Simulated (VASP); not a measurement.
Calculation: PBE GGA + U (Dudarev), VASP's PBE PAW potentials (set 64) (plane waves; VASP).

VASP ran on this input.

### INCAR
```
SYSTEM = ZnS
PREC = Accurate
ENCUT = 300
EDIFF = 1E-6
NELM = 100
ALGO = Normal
LREAL = .FALSE.
LASPH = .TRUE.
ISMEAR = -1
SIGMA = 0.05
GGA = PE
LMAXMIX = 4
LWAVE = .FALSE.
LCHARG = .FALSE.
ISIF = 2
LDAU = .TRUE.
LDAUTYPE = 2
LDAUL = 2 -1
LDAUU = 8.0 0
LDAUJ = 0 0
```

**POSCAR**
```
ZnS
6.237980
  0.6101013469   0.0000000000   0.0000000000
 -0.3050506735   0.5283631881   0.0000000000
  0.0000000000   0.0000000000   1.0000000000
Zn S
2 2
Direct
  0.3333330000   0.6666670000   0.0001400000
  0.6666670000   0.3333330000   0.5001400000
  0.3333330000   0.6666670000   0.3748600000
  0.6666670000   0.3333330000   0.8748600000
```

### KPOINTS
```
Automatic mesh
0
Gamma
8 8 5
0 0 0
```

POTCAR, in this order: Zn S (PBE.64 set). Program: vasp_std.

At this cut-off the stress carries a Pulay error, which pulls relaxed volumes low.

### Question
Predict the energy per atom (σ→0), pressure.

### Answer

```
Quantity                       Result
---------------------  --------------
energy per atom (σ→0)  -3.182 eV/atom
pressure                    -1.45 GPa
```

### OSZICAR
```
...
DAV:   8    -0.127270183826E+02    0.82029E-02   -0.11207E-01  1482   0.348E+00    0.729E-01
DAV:   9    -0.127273713131E+02   -0.35293E-03   -0.14118E-02  1614   0.175E+00    0.133E-01
DAV:  10    -0.127274806627E+02   -0.10935E-03   -0.12866E-03  1416   0.513E-01    0.918E-02
DAV:  11    -0.127276102935E+02   -0.12963E-03   -0.18069E-04  1544   0.102E-01    0.409E-02
DAV:  12    -0.127276647595E+02   -0.54466E-04   -0.73064E-05  1428   0.643E-02    0.300E-02
DAV:  13    -0.127276664560E+02   -0.16965E-05   -0.89974E-06  1602   0.561E-02    0.766E-03
DAV:  14    -0.127276668505E+02   -0.39454E-06   -0.16792E-06  1186   0.154E-02
   1 F= -.12727667E+02 E0= -.12727667E+02  d E =-.324480E-10
```

The structure comes from a computed database's ZnS entry (P6_3mc); how it stands against other phases isn't given here. The cell was not relaxed at this level. The run is one of a series of settings (LDAU = .TRUE., LDAUJ = 0 0, LDAUL = 2 -1, LDAUTYPE = 2, LDAUU = 8.0 0 against the base run), some of them coarse on purpose.
